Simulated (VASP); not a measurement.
**CdTe with PBE + D3(BJ): from relaxation to properties**

Aim: relax CdTe, then compute properties on the relaxed cell. The steps: relaxing cell and atoms (PBE + D3(BJ)), second relaxation, single point with fields (PBE + D3(BJ)), bands along the symmetry lines (PBE + D3(BJ)), density of states (PBE + D3(BJ)), independent-particle dielectric function (PBE + D3(BJ)), core-level energies (PBE + D3(BJ)), bands along the symmetry lines (PBE + D3(BJ) + SOC), bands along the symmetry lines (HSE06) and bands along the symmetry lines (TB-mBJ). The start is a cell from a database of measured crystal structures.

Main program and level: VASP 6.6.1; PBE with D3(BJ); plane waves and PAW (Cd, Te), in the first sound run; inputs show where later runs differ.

Most raw output is cut from this account.

## 1. Starting point

Before any relaxation, the start is as follows. The structure is cubic, space group F-43m (No. 216). The conventional cell has a = 6.480 Å, b = 6.480 Å, c = 6.480 Å, α = 90.00°, β = 90.00°, γ = 90.00°. Nearest to Cd lie 4 Te at 2.81 Å. Te has 4 Cd at 2.81 Å nearest. Farther neighbours and most contacts between anions are not listed.

Coordinates:

```xyz
2
Lattice="0.0000 3.2400 3.2400 3.2400 0.0000 3.2400 3.2400 3.2400 0.0000" Properties=species:S:1:pos:R:3 pbc="T T T"
Cd    0.0000    0.0000    0.0000
Te    1.6200    1.6200    1.6200
```

## 2. Relaxing cell and atoms (PBE + D3(BJ))

The start need not lie at this functional's minimum. ISIF = 3 frees volume, shape and positions, and EDIFFG sets the threshold on forces and stress at which the search stops. PBE, the usual starting point, adds the gradient of the density. A dispersion term adds the long-range attraction that semilocal functionals lack. D3 with Becke-Johnson damping keeps a finite attraction at short range.

INCAR

```
SYSTEM = CdTe
PREC = Accurate
ENCUT = 400
EDIFF = 1E-06
NELM = 100
ISMEAR = 0
SIGMA = 0.05
LREAL = .FALSE.
ALGO = Normal
GGA = PE
IVDW = 12
NBANDS = 15
LORBIT = 11
LWAVE = .FALSE.
LCHARG = .FALSE.
KPAR = 2
IBRION = 2
NSW = 60
ISIF = 3
EDIFFG = -0.01
```

POSCAR

```
CdTe
1.0
    0.0000000000      3.2400000000      3.2400000000
    3.2400000000      0.0000000000      3.2400000000
    3.2400000000      3.2400000000      0.0000000000
Cd Te
1 1
Direct
    0.0000000000      0.0000000000      0.0000000000
    0.2500000000      0.2500000000      0.2500000000
```

KPOINTS

```
Automatic mesh
0
Gamma
5 5 5
0 0 0
```

The projector-augmented-wave data sets are Cd and Te (PBE family, release 64).

The run is started by

```console
$ mpirun -np 2 vasp_std
```

Run time: 8.8 s. Hardware: 2 MPI ranks of AMD EPYC 9R14 (Zen 4), shared host; peak memory 0.3 GiB.

The gap is read on the k-mesh alone, so it is an upper bound where the band edges lie off the mesh. The run keeps the 24 symmetry operations of its start, so it cannot find a distortion of lower symmetry.

Step by step:

| step | energy less that of the first step (eV) | largest force (eV/Å) | pressure (GPa) | volume (Å³) |
| --- | --- | --- | --- | --- |
| 1 | 0.0000 | 0.0000 | 0.59 | 68.02 |
| 2 | -0.0015 | 0.0000 | -0.19 | 69.27 |
| 3 | -0.0017 | 0.0000 | 0.01 | 68.96 |

```
conventional cell, symmetrised  before  after  change
                         a (Å)   6.480  6.509  +0.5 %
                         b (Å)   6.480  6.509  +0.5 %
                         c (Å)   6.480  6.509  +0.5 %
              volume (Å³/atom)   34.01  34.48  +1.4 %
```

The relaxed structure:

```xyz
2
Lattice="0.0000 3.2547 3.2547 3.2547 0.0000 3.2547 3.2547 3.2547 0.0000" Properties=species:S:1:pos:R:3 pbc="T T T"
Cd    0.0000    0.0000    0.0000
Te    1.6274    1.6274    1.6274
```

This step gave:

| Item | Value |
| --- | --- |
| electrons | 18 |
| bands | 15 |
| irreducible k-points | 10 |
| symmetry operations | 24 |
| free energy (TOTEN) | -5.440 eV |
| Fermi energy | 2.515 eV |
| pressure | 0.01447 GPa |
| metallic | no |
| valence top at k | 0, 0, 0 |
| conduction bottom at k | 0, 0, 0 |
| least direct gap at k | 0, 0, 0 |
| SCF cycles over all ionic steps | 25 |
| gap on the k-mesh | 0.7251 eV |
| least direct gap on the k-mesh | 0.7251 eV |

It ends with forces that vanish by symmetry and a pressure of 0.01 GPa. The volume lies +1.4 % from that of the database's start.

## 3. Second relaxation

The basis stayed that of the start cell while the cell moved. A rerun from the cell reached resets it; the error of the finite cutoff stays.

INCAR is that of step 2.

POSCAR

```
CdTe
1.0
    0.0000000000      3.2547367159      3.2547367159
    3.2547367159      0.0000000000      3.2547367159
    3.2547367159      3.2547367159      0.0000000000
Cd Te
1 1
Direct
    0.0000000000      0.0000000000      0.0000000000
    0.2500000000      0.2500000000      0.2500000000
```

KPOINTS is that of step 2.

The run is started by

```console
$ mpirun -np 2 vasp_std
```

The job ended after 5 s (2 MPI ranks; peak memory 0.29 GiB; 8 s of CPU time).

Little changed from the start: no atom moved by 0.005 Å and no cell edge by 0.1 %.

Numbers from this step:

```
free energy (TOTEN)             : -5.442 eV
pressure                        : 0.01478 GPa
SCF cycles over all ionic steps : 13
gap on the k-mesh               : 0.7247 eV
least direct gap on the k-mesh  : 0.7247 eV
```

It ends with forces that vanish by symmetry and a pressure of 0.01 GPa. The volume moved by under 0.01 %: the run met its threshold at the first step.

## 4. Single point with fields (PBE + D3(BJ))

A single point on the relaxed cell gives a clean self-consistent state, with density, ELF and potential written out.

Edit INCAR of step 3 so:

```diff
@@ -14,7 +14,5 @@
 LWAVE = .FALSE.
-LCHARG = .FALSE.
-KPAR = 2
-IBRION = 2
-NSW = 60
-ISIF = 3
-EDIFFG = -0.01
+LCHARG = .TRUE.
+ISIF = 2
+LELF = .TRUE.
+LVHAR = .TRUE.
```

POSCAR is that of step 3.

KPOINTS is that of step 3.

The run is started by

```console
$ mpirun -np 2 vasp_std
```

It took 5.4 s on 2 MPI ranks; peak memory 0.24 GiB; 8.5 s of CPU time.

Numbers from this step:

```
SCF cycles                     : 12
bands                          : 16
Fermi energy                   : 2.452 eV
pressure                       : 0.02206 GPa
gap on the k-mesh              : 0.7250 eV
least direct gap on the k-mesh : 0.7250 eV
```

Valence electrons inside each PAW sphere by angular momentum. Sphere charges, by row:

| atom | s (e) | p (e) | d (e) | tot (e) |
| --- | --- | --- | --- | --- |
| Cd1 | 0.466 | 0.311 | 9.529 | 10.31 |
| Te2 | 1.349 | 2.061 | 0.02 | 3.43 |

ELF in the ac plane of a cell with a along [110], b along [-110] and c along [001] of the cube at fractional y = 0.000, with atoms of Cd and Te within 0.2 Å of it. It is the smooth field of the valence electrons, not physical close to the nuclei.

Ten even steps from '_' (0.01) to '@' (0.85), each cell a mean:
```
__..::::++##%%%%**--::..____..::::++##%%%%**--::..__
..::::==%%@@@@@@@@**--::::..::::==%%@@@@@@@@**--::::
::::--##@@@@@@@@@@@@++::::::::--##@@@@@@@@@@@@++::::
..::**@@@@%%####@@@@##--::..::**@@@@%%####@@@@##--::
..--##@@@@%%**##@@@@%%==....--##@@@@%%**##@@@@%%==..
__::**@@@@@@%%%%@@@@##==..__::**@@@@@@%%%%@@@@##==..
__..==##@@@@@@@@@@%%**::____..==##@@@@@@@@@@%%**::__
____::++##@@@@@@%%**==..______::++##@@@@@@%%**==..__
______::==**####++--..__________::==**####++--..____
________..::----::..______________..::----::..______
____________________________________________________
____________________________________________________
____________________________________________________
......________________..........________________....
::::....__________....::::::::....__________....::::
::::::::..________..::::::::::::::..________..::::::
__::--::..........::::::..__::--::..........::::::..
____::::::==++==--::::..______::::::==++==--::::..__
```
Columns run along a (9.2 Å), rows up along c (6.5 Å), edges of the conventional cell, whose origin can differ from the input's. Atoms in or near the plane, at fractional coordinates: Cd at (0.50, 0.00), Cd at (0.00, 0.00), Te at (0.75, 0.75), Te at (0.25, 0.75).

Valence density in the ac plane of a cell with a along [110], b along [-110] and c along [001] of the cube at fractional y = 0.000, with atoms of Cd and Te within 0.2 Å of it. It is the smooth field of the valence electrons, not physical close to the nuclei.

Values in e/Å³, 10 rows by 16 columns, each cell a mean:
```
 4.7  1.2  0.3  0.3  0.3  0.3  0.6  3.7  4.7  1.2  0.3  0.3  0.3  0.3  0.6  3.7
 0.5  0.3  0.5  0.4  0.4  0.5  0.3  0.4  0.5  0.3  0.5  0.4  0.4  0.5  0.3  0.4
 0.1  0.2  0.5  0.1 -0.1  0.5  0.2  0.1  0.1  0.2  0.5  0.1 -0.1  0.5  0.2  0.1
 0.0  0.1  0.3  0.5  0.4  0.4  0.1  0.0  0.0  0.1  0.3  0.5  0.4  0.4  0.1  0.0
 0.0  0.0  0.1  0.2  0.2  0.1  0.0  0.0  0.0  0.0  0.1  0.2  0.2  0.1  0.0  0.0
 0.0  0.0  0.0  0.0  0.0  0.0  0.0  0.0  0.0  0.0  0.0  0.0  0.0  0.0  0.0  0.0
 0.0  0.0  0.0  0.0  0.0  0.0  0.0  0.0  0.0  0.0  0.0  0.0  0.0  0.0  0.0  0.0
 0.1  0.1  0.0  0.0  0.0  0.0  0.0  0.1  0.1  0.1  0.0  0.0  0.0  0.0  0.0  0.1
 1.0  0.3  0.1  0.0  0.0  0.0  0.2  0.8  1.0  0.3  0.1  0.0  0.0  0.0  0.2  0.8
 6.2  1.5  0.2  0.1  0.1  0.1  0.7  4.8  6.2  1.5  0.2  0.1  0.1  0.1  0.7  4.8
```
Columns run along a (9.2 Å), rows up along c (6.5 Å), edges of the conventional cell, whose origin can differ from the input's. Atoms in or near the plane, at fractional coordinates: Cd at (0.50, 0.00), Cd at (0.00, 0.00), Te at (0.75, 0.75), Te at (0.25, 0.75).

Electrostatic potential energy in the ac plane of a cell with a along [110], b along [-110] and c along [001] of the cube at fractional y = 0.000, with atoms of Cd and Te within 0.2 Å of it. With pseudopotentials it is smooth inside the atoms' cores, unlike the true potential.

Values in eV, 10 rows by 16 columns, each cell a mean:
```
-14 -10  -1  -4  -5  -1  -7 -13 -14 -10  -1  -4  -5  -1  -7 -13
 -5  -2 -13 -57 -65 -24  -2  -5  -5  -2 -13 -57 -65 -24  -2  -5
  3   1 -26 -80 -83 -46  -1   3   3   1 -26 -80 -83 -46  -1   3
  4   3  -7 -41 -48 -15   2   4   4   3  -7 -41 -48 -15   2   4
  4   4   3   0   0   2   4   4   4   4   3   0   0   2   4   4
  4   4   4   4   4   4   4   4   4   4   4   4   4   4   4   4
  4   4   4   4   4   4   4   4   4   4   4   4   4   4   4   4
  2   3   4   4   4   4   3   2   2   3   4   4   4   4   3   2
 -8  -3   2   4   4   3  -1  -8  -8  -3   2   4   4   3  -1  -8
-14 -10   0   3   3   2  -8 -14 -14 -10   0   3   3   2  -8 -14
```
Columns run along a (9.2 Å; values clipped at the 3rd and 97th percentile), rows up along c (6.5 Å), edges of the conventional cell, whose origin can differ from the input's. Atoms in or near the plane, at fractional coordinates: Cd at (0.50, 0.00), Cd at (0.00, 0.00), Te at (0.75, 0.75), Te at (0.25, 0.75).

In this run the pressure is 0.02 GPa, small enough to go on.

## 5. Bands along the symmetry lines (PBE + D3(BJ))

Levels along the symmetry lines show where the bands peak and cross; KPOINTS_OPT computes them in the converged potential.

INCAR

```
SYSTEM = CdTe
PREC = Accurate
ENCUT = 400
EDIFF = 1E-06
NELM = 100
ISMEAR = 0
SIGMA = 0.05
LREAL = .FALSE.
ALGO = Normal
GGA = PE
IVDW = 12
NBANDS = 21
LORBIT = 11
LWAVE = .FALSE.
LCHARG = .FALSE.
KPAR = 2
```

POSCAR is that of step 4.

KPOINTS is that of step 4.

KPOINTS_OPT

```
Line mode
16
Line-mode
Reciprocal
  0.00000000   0.00000000   0.00000000 GAMMA
  0.50000000   0.00000000   0.50000000 X

  0.50000000   0.00000000   0.50000000 X
  0.50000000   0.25000000   0.75000000 W

  0.50000000   0.25000000   0.75000000 W
  0.37500000   0.37500000   0.75000000 K

  0.37500000   0.37500000   0.75000000 K
  0.00000000   0.00000000   0.00000000 GAMMA

  0.00000000   0.00000000   0.00000000 GAMMA
  0.50000000   0.50000000   0.50000000 L

  0.50000000   0.50000000   0.50000000 L
  0.62500000   0.25000000   0.62500000 U

  0.62500000   0.25000000   0.62500000 U
  0.50000000   0.25000000   0.75000000 W

  0.50000000   0.25000000   0.75000000 W
  0.50000000   0.50000000   0.50000000 L

  0.50000000   0.50000000   0.50000000 L
  0.37500000   0.37500000   0.75000000 K

  0.62500000   0.25000000   0.62500000 U
  0.50000000   0.00000000   0.50000000 X
```

The run is started by

```console
$ mpirun -np 2 vasp_std
```

It took 36 s on 2 MPI ranks; peak memory 0.31 GiB; 68 s of CPU time.

Spin-orbit coupling is off here; with elements this heavy it splits and shifts levels by tenths of an eV or more.

Numbers from this step:

```yaml
bands: 21
fermi_energy: 2.463 eV
pressure: 0.02001 GPa
least_gap_on_mesh_and_path: 0.7242 eV
least_direct_gap_on_mesh_and_path: 0.7245 eV
```

The electronic bands at the labelled points (eV, zero at the valence-band top; v1 is the highest filled band, c1 the lowest empty one):

| point | v4 | v3 | v2 | v1 | c1 | c2 | c3 | c4 |
| --- | --- | --- | --- | --- | --- | --- | --- | --- |
| Γ | -8.00 | 0.00 | 0.00 | 0.00 | 0.72 | 4.60 | 4.60 | 4.60 |
| 0.53 of the way | -7.95 | -2.82 | -1.15 | -1.15 | 2.90 | 3.31 | 6.64 | 6.64 |
| X | -7.52 | -4.25 | -1.82 | -1.82 | 2.63 | 2.67 | 8.77 | 9.06 |
| 0.53 of the way | -7.48 | -4.19 | -2.08 | -2.01 | 3.37 | 3.41 | 7.26 | 7.39 |
| W | -7.44 | -4.13 | -2.27 | -2.14 | 4.20 | 4.68 | 5.54 | 6.30 |
| 0.53 of the way | -7.47 | -4.14 | -2.44 | -1.76 | 3.41 | 4.52 | 6.40 | 6.86 |
| K | -7.48 | -4.15 | -2.50 | -1.51 | 2.90 | 4.50 | 7.31 | 7.43 |
| 0.47 of the way | -7.90 | -3.14 | -1.60 | -0.50 | 2.87 | 4.99 | 5.40 | 5.40 |
| Γ | -8.00 | 0.00 | 0.00 | 0.00 | 0.72 | 4.60 | 4.60 | 4.60 |
| 0.53 of the way | -8.00 | -2.88 | -0.46 | -0.46 | 1.96 | 5.17 | 5.17 | 5.51 |
| L | -7.66 | -4.35 | -0.76 | -0.76 | 1.80 | 5.19 | 5.19 | 7.07 |
| 0.53 of the way | -7.58 | -4.19 | -1.96 | -1.10 | 2.92 | 4.79 | 6.07 | 6.80 |
| U | -7.48 | -4.15 | -2.50 | -1.51 | 2.90 | 4.50 | 7.31 | 7.43 |
| 0.47 of the way | -7.47 | -4.14 | -2.44 | -1.76 | 3.41 | 4.52 | 6.40 | 6.86 |
| W | -7.44 | -4.13 | -2.27 | -2.14 | 4.20 | 4.68 | 5.54 | 6.30 |
| 0.47 of the way | -7.55 | -4.16 | -2.10 | -1.30 | 3.30 | 4.60 | 5.94 | 7.25 |
| L | -7.66 | -4.35 | -0.76 | -0.76 | 1.80 | 5.19 | 5.19 | 7.07 |
| 0.47 of the way | -7.60 | -4.22 | -1.78 | -1.03 | 2.80 | 4.77 | 5.88 | 6.93 |
| K | -7.48 | -4.15 | -2.50 | -1.51 | 2.90 | 4.50 | 7.31 | 7.43 |
| jump to U | -7.48 | -4.15 | -2.50 | -1.51 | 2.90 | 4.50 | 7.31 | 7.43 |
| 0.47 of the way | -7.50 | -4.22 | -2.13 | -1.73 | 2.72 | 3.32 | 7.97 | 8.36 |
| X | -7.52 | -4.25 | -1.82 | -1.82 | 2.63 | 2.67 | 8.77 | 9.06 |

Of the projections kept (Cd, Te), the largest for each band there; the rest of the weight can lie on other orbitals:

```csv
point,v4,v3,v2,v1,c1,c2,c3,c4
Γ,Cd 1.00,Te 0.83,Te 0.83,Te 0.83,Cd 0.57,Cd 0.71,Cd 0.71,Cd 0.71
X,Cd 0.88,Cd 0.55,Te 0.80,Te 0.80,Cd 0.60,Cd 0.61,Te 0.81,Te 0.52
W,Cd 0.88,Cd 0.55,Te 0.76,Te 0.78,Te 0.55,Te 0.73,Cd 0.63,Cd 0.52
K,Cd 0.88,Cd 0.54,Te 0.77,Te 0.79,Cd 0.60,Te 0.61,Te 0.57,Te 0.56
Γ,Cd 1.00,Te 0.83,Te 0.83,Te 0.83,Cd 0.57,Cd 0.71,Cd 0.71,Cd 0.71
L,Cd 0.92,Te 0.55,Te 0.80,Te 0.80,Cd 0.63,Cd 0.60,Cd 0.60,Te 0.74
```

The path finds the gap of the mesh within 0.02 eV, so the mesh comes close to both band edges.

## 6. Density of states (PBE + D3(BJ))

A density of states needs more k-points than a total energy; ISMEAR = -5 takes tetrahedra, and LORBIT projects the states on the PAW spheres. The mesh is finer than in the run before.

Edit INCAR of step 5 so:

```diff
@@ -5,3 +5,3 @@
 NELM = 100
-ISMEAR = 0
+ISMEAR = -5
 SIGMA = 0.05
@@ -16 +16,2 @@
 KPAR = 2
+NEDOS = 2001
```

POSCAR is that of step 5.

KPOINTS

```
Automatic mesh
0
Gamma
8 8 8
0 0 0
```

The run is started by

```console
$ mpirun -np 2 vasp_std
```

It took 12 s on 2 MPI ranks; peak memory 0.32 GiB.

Numbers from this step:

- irreducible k-points: 29
- free energy (TOTEN): -5.459 eV
- Fermi energy: 2.237 eV
- pressure: -0.03641 GPa
- gap on the k-mesh: 0.7295 eV
- least direct gap on the k-mesh: 0.7295 eV

The density of states has structure finer than the step of the table below, so its rows give means over 0.5 eV, whole bins alone (the curve runs from -12.0 to 8.65 eV). Peaks (eV: height): total -10.70: 8.33, -8.16: 38.0, -8.00: 42.0, -4.11: 6.18; Te p -8.16: 0.520, -4.11: 1.38, -1.66: 0.931, 3.16: 0.316; Cd s -4.11: 1.40, 2.99: 0.421; Cd d -8.16: 34.9, -8.00: 39.6; Te s -10.70: 4.81.

States under -12.0 eV and over 8.7 eV are left out. Table of density of states by energy, zero at the valence-band top; means over each step; values in states/eV/cell:

```
energy (eV)    total     Te p     Cd s     Cd d     Te s
      -11.5        0        0        0        0        0
      -11.0     1.33   2.2e-4   0.0379   0.0920    0.772
      -10.5     2.64   1.9e-4   0.0237    0.312     1.52
      -10.0        0        0        0        0        0
       -9.5        0        0        0        0        0
       -9.0        0        0        0        0        0
       -8.5    0.187  0.00338   2.5e-5    0.170   2.5e-5
       -8.0     17.1    0.123   0.0149     15.8   0.0505
       -7.5     2.62  0.00919   0.0142     2.17    0.220
       -7.0        0        0        0        0        0
       -6.5        0        0        0        0        0
       -6.0        0        0        0        0        0
       -5.5        0        0        0        0        0
       -5.0        0        0        0        0        0
       -4.5   0.0551   0.0124   0.0107   6.2e-4   5.7e-4
       -4.0     2.43    0.543    0.521   0.0424   0.0355
       -3.5    0.697    0.158    0.127   0.0259   0.0274
       -3.0    0.349   0.0818   0.0570   0.0168   0.0194
       -2.5    0.855    0.259   0.0384   0.0298   0.0152
       -2.0     1.86    0.626   0.0372   0.0564   0.0132
       -1.5     2.39    0.884   0.0285   0.0808   0.0105
       -1.0     2.20    0.897   0.0128   0.0963  0.00465
       -0.5    0.984    0.432  0.00366   0.0551  0.00146
        0.0    0.119   0.0557   1.5e-4  0.00802   5.6e-5
        0.5        0        0        0        0        0
        1.0  0.00453   6.0e-4  0.00110        0   7.4e-4
        1.5   0.0321  0.00462  0.00753   2.7e-4  0.00494
        2.0    0.282   0.0391   0.0628  0.00254   0.0293
        2.5    0.884    0.127    0.187   0.0104   0.0670
        3.0     2.04    0.275    0.370   0.0407   0.0813
        3.5     1.23    0.160    0.165   0.0272   0.0383
        4.0    0.750   0.0694   0.0390   0.0152   0.0209
        4.5     1.59    0.168   0.0619   0.0371   0.0242
        5.0     1.53    0.123   0.0306   0.0322   0.0107
        5.5     2.08    0.159   0.0159   0.0452   0.0193
        6.0     1.74    0.167   0.0180   0.0414   0.0255
        6.5     1.06    0.130   0.0117   0.0270   0.0156
        7.0     1.57    0.206   0.0180   0.0454   0.0205
        7.5     1.11    0.112   0.0150   0.0358  0.00999
        8.0     1.77    0.165   0.0285   0.0685   0.0151
```

The gap on this mesh is 0.73 eV. In the top eV of the valence band the largest shares in the PAW spheres are Te p 43 % and Cd d 5 %. The rest lies in smaller channels or between the spheres.

[end of part 1 of 2]

[Lines on the potential files, build, host, timing and source positions are cut from VASP's logs without a mark.]

[Logs are printed without paths, hosts, clocks, repeated set-up lines and the standing remarks that a program may print on its own settings, such as how far it seeks lower states.]

[Hosts, paths, dates, database ids (printed as entryN), source tags and the programs' standing remarks are cut or masked in the printed files.]

[A measured line is paired with the nearest computed mode of its activity, which favours agreement.]
